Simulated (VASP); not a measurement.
Method: RPBE GGA, VASP's PBE PAW potentials (set 64) (plane waves; VASP 6.6.1).

Input for VASP

File KPOINTS:
```
Automatic mesh
0
Gamma
9 9 9
0 0 0
```

File POSCAR:
```
Sr
1.0
  0.0000000000   3.0400000000   3.0400000000
  3.0400000000   0.0000000000   3.0400000000
  3.0400000000   3.0400000000   0.0000000000
Sr
1
Direct
  0.0000000000   0.0000000000   0.0000000000
```

### INCAR
```
SYSTEM=Sr
PREC=Accurate; ENCUT=520; LREAL=F
LASPH=T
EDIFF=1E-6; NELM=100; ALGO=Normal
LMAXMIX=4
ISMEAR=1; SIGMA=0.1
GGA=RP
IBRION=2; NSW=60; ISIF=3
EDIFFG=-0.01
LWAVE=F; LCHARG=F
```

POTCAR, in this order: Sr_sv (PBE.64 set). Program: vasp_std.

The resulting files:

### OUTCAR
```
 ion  position               nearest neighbor table
   1  0.000  0.000  0.000-
  LATTYP: Found a face centered cubic cell.
 ALAT       =     6.0800000000
 Subroutine PRICEL returns:
 Original cell was already a primitive cell.
 Subroutine GETGRP returns: Found 48 space group operations
The static configuration has the point symmetry O_h .
The dynamic configuration has the point symmetry O_h .
 Subroutine INISYM returns: Found 48 space group operations
 Subroutine IBZKPT returns following result:
 Found     35 irreducible k-points:

 Following reciprocal coordinates:
            Coordinates               Weight
  0.000000  0.000000  0.000000      1.000000
  0.111111  0.000000  0.000000      8.000000
  0.222222  0.000000  0.000000      8.000000
  0.333333  0.000000  0.000000      8.000000
  0.444444  0.000000  0.000000      8.000000
  0.111111  0.111111  0.000000      6.000000
  0.222222  0.111111  0.000000     24.000000
  0.333333  0.111111  0.000000     24.000000
  0.444444  0.111111  0.000000     24.000000
 -0.444444  0.111111  0.000000     24.000000
 -0.333333  0.111111  0.000000     24.000000
 -0.222222  0.111111  0.000000     24.000000
 -0.111111  0.111111  0.000000     12.000000
  0.222222  0.222222  0.000000      6.000000
  0.333333  0.222222  0.000000     24.000000
  0.444444  0.222222  0.000000     24.000000
 -0.444444  0.222222  0.000000     24.000000
 -0.333333  0.222222  0.000000     24.000000
 -0.222222  0.222222  0.000000     12.000000
  0.333333  0.333333  0.000000      6.000000
  0.444444  0.333333  0.000000     24.000000
 -0.444444  0.333333  0.000000     24.000000
 -0.333333  0.333333  0.000000     12.000000
  0.444444  0.444444  0.000000      6.000000
 -0.444444  0.444444  0.000000     12.000000
  0.333333  0.222222  0.111111     24.000000
  0.444444  0.222222  0.111111     48.000000
 -0.444444  0.222222  0.111111     48.000000
  0.444444  0.333333  0.111111     24.000000
 -0.444444  0.333333  0.111111     48.000000
 -0.333333  0.333333  0.111111     48.000000
 -0.222222  0.333333  0.111111     24.000000
 -0.444444  0.444444  0.111111     24.000000
 -0.333333  0.444444  0.111111     24.000000
 -0.333333  0.444444  0.222222     24.000000
   k-points           NKPTS =     35   k-points in BZ     NKDIM =     35   number of bands    NBANDS=      9
   number of dos      NEDOS =    301   number of ions     NIONS =      1
   total plane-waves  NPLWV =  32768
   dimension x,y,z NGX =    32 NGY =   32 NGZ =   32
   dimension x,y,z NGXF=    64 NGYF=   64 NGZF=   64
   ions per type =               1
   PREC   = accura    normal or accurate (medium, high low for compatibility)
   ISTART =      0    job   : 0-new  1-cont  2-samecut
   ICHARG =      2    charge: 1-file 2-atom 10-const
   ISPIN  =      1    spin polarized calculation?
   LNONCOLLINEAR =      F non collinear calculations
   LSORBIT =      F    spin-orbit coupling
   INIWAV =      1    electr: 0-lowe 1-rand  2-diag
   ENCUT  =  520.0 eV  38.22 Ry    6.18 a.u.   7.99  7.99  7.99*2*pi/ulx,y,z
   NELM   =    100;   NELMIN=  2; NELMDL= -5     # of ELM steps
   EDIFF  = 0.1E-05   stopping-criterion for ELM
   LREAL  =      F    real-space projection
   NLSPLINE    = F    spline interpolate recip. space projectors
   LMAXMIX     =    4 max onsite mixed and CHGCAR
   VOSKOWN=      0    Vosko Wilk Nusair interpolation
   EDIFFG = -.1E-01   stopping-criterion for IOM
   NSW    =     60    number of steps for IOM
   NBLOCK =      1;   KBLOCK =     60    inner block; outer block
   IBRION =      2    ionic relax: 0-MD 1-quasi-New 2-CG
   NFREE  =      1    steps in history (QN), initial steepest desc. (CG)
...
```

### OSZICAR
```
       N       E                     dE             d eps       ncg     rms          rms(c)
DAV:   1     0.373747988516E+02    0.37375E+02   -0.49571E+03   630   0.960E+02
DAV:   2     0.944416889121E-01   -0.37280E+02   -0.36987E+02   694   0.167E+02
DAV:   3    -0.138432092262E+01   -0.14788E+01   -0.14724E+01   935   0.274E+01
DAV:   4    -0.144370108598E+01   -0.59380E-01   -0.59336E-01   946   0.471E+00
DAV:   5    -0.144447101041E+01   -0.76992E-03   -0.76967E-03   997   0.413E-01    0.106E+01
DAV:   6    -0.145098280704E+01   -0.65118E-02   -0.10262E-02   770   0.136E+00    0.596E+00
DAV:   7    -0.145617284218E+01   -0.51900E-02   -0.17838E-02   669   0.182E+00    0.385E-01
DAV:   8    -0.145629828860E+01   -0.12545E-03   -0.19524E-03   841   0.365E-01    0.163E-01
DAV:   9    -0.145633749610E+01   -0.39208E-04   -0.13675E-04   798   0.114E-01    0.424E-02
DAV:  10    -0.145635527555E+01   -0.17779E-04   -0.26716E-05   821   0.443E-02    0.340E-02
DAV:  11    -0.145635317410E+01    0.21014E-05   -0.22785E-06   861   0.135E-02    0.208E-03
DAV:  12    -0.145635271247E+01    0.46163E-06   -0.14291E-07   411   0.285E-03
   1 F= -.14563527E+01 E0= -.14561340E+01  d E =-.145635E+01
       N       E                     dE             d eps       ncg     rms          rms(c)
DAV:   1    -0.147920747678E+01   -0.22854E-01   -0.56959E-01   676   0.634E+00    0.123E+00
DAV:   2    -0.146366969499E+01    0.15538E-01   -0.51261E-02   702   0.224E+00    0.502E-01
DAV:   3    -0.145718901459E+01    0.64807E-02   -0.18436E-02   936   0.887E-01    0.297E-01
DAV:   4    -0.145761282779E+01   -0.42381E-03   -0.20882E-03  1131   0.287E-01    0.214E-01
DAV:   5    -0.145808949498E+01   -0.47667E-03   -0.16369E-03   997   0.266E-01    0.460E-02
DAV:   6    -0.145809021406E+01   -0.71908E-06   -0.37910E-05   717   0.541E-02    0.249E-02
DAV:   7    -0.145809080922E+01   -0.59516E-06   -0.37707E-06   755   0.195E-02
   2 F= -.14580908E+01 E0= -.14576846E+01  d E =-.173810E-02
       N       E                     dE             d eps       ncg     rms          rms(c)
DAV:   1    -0.147043363074E+01   -0.12343E-01   -0.31973E-01   675   0.474E+00    0.901E-01
DAV:   2    -0.146165058438E+01    0.87830E-02   -0.28528E-02   697   0.167E+00    0.372E-01
DAV:   3    -0.145800115018E+01    0.36494E-02   -0.10923E-02   936   0.679E-01    0.217E-01
DAV:   4    -0.145826544031E+01   -0.26429E-03   -0.10244E-03  1135   0.203E-01    0.153E-01
DAV:   5    -0.145851887873E+01   -0.25344E-03   -0.95847E-04   983   0.203E-01    0.343E-02
DAV:   6    -0.145852166902E+01   -0.27903E-05   -0.17319E-05   708   0.385E-02    0.166E-02
DAV:   7    -0.145852177644E+01   -0.10742E-06   -0.17931E-06   595   0.135E-02
   3 F= -.14585218E+01 E0= -.14579949E+01  d E =-.216906E-02
```

**OUTCAR**
```
------------------------ aborting loop because EDIFF is reached ----------------------------------------
  FORCE on cell =-STRESS in cart. coord.  units (eV):
  Direction    XX          YY          ZZ          XY          YZ          ZX
  --------------------------------------------------------------------------------------
  Total        0.0036977      0.0036977      0.0036977      0.0000000     -0.0000000      0.0000000
  in kB        0.1020482      0.1020482      0.1020482      0.0000000     -0.0000000      0.0000000
  external PRESSURE =       0.1020482 kB  Pullay stress =       0.0000000 kB
  volume of cell :       58.05
      direct lattice vectors                 reciprocal lattice vectors
     0.000000000  3.073272750  3.073272750    -0.162693012  0.162693012  0.162693012
     3.073272750  0.000000000  3.073272750     0.162693012 -0.162693012  0.162693012
     3.073272750  3.073272750  0.000000000     0.162693012  0.162693012 -0.162693012
 POSITION                                       TOTAL-FORCE (eV/Angst)
 -----------------------------------------------------------------------------------
      0.00000      0.00000      0.00000         0.000000      0.000000      0.000000
 -----------------------------------------------------------------------------------
    total drift:                                0.000000      0.000000     -0.000000
  FREE ENERGIE OF THE ION-ELECTRON SYSTEM (eV)
  ---------------------------------------------------
  free  energy   TOTEN  =        -1.4585217764 eV

  energy  without entropy=       -1.4569410188  energy(sigma->0) =       -1.45799486

 reached required accuracy - stopping structural energy minimisation
```
(Selected blocks of OUTCAR.)

### CONTCAR
```
Sr
   1.00000000000000
     0.0000000000000000    3.0732727503517987    3.0732727503517987
     3.0732727503517987    0.0000000000000000    3.0732727503517987
     3.0732727503517987    3.0732727503517987    0.0000000000000000
  Sr
     1
Direct
     0.0000000000000000    0.0000000000000000    0.0000000000000000
```

Energy and stress use the plane-wave basis of the starting cell.

The compound is Sr in the fcc structure. This run relaxes it. Symmetry was kept, so distortions that lower it aren't found.
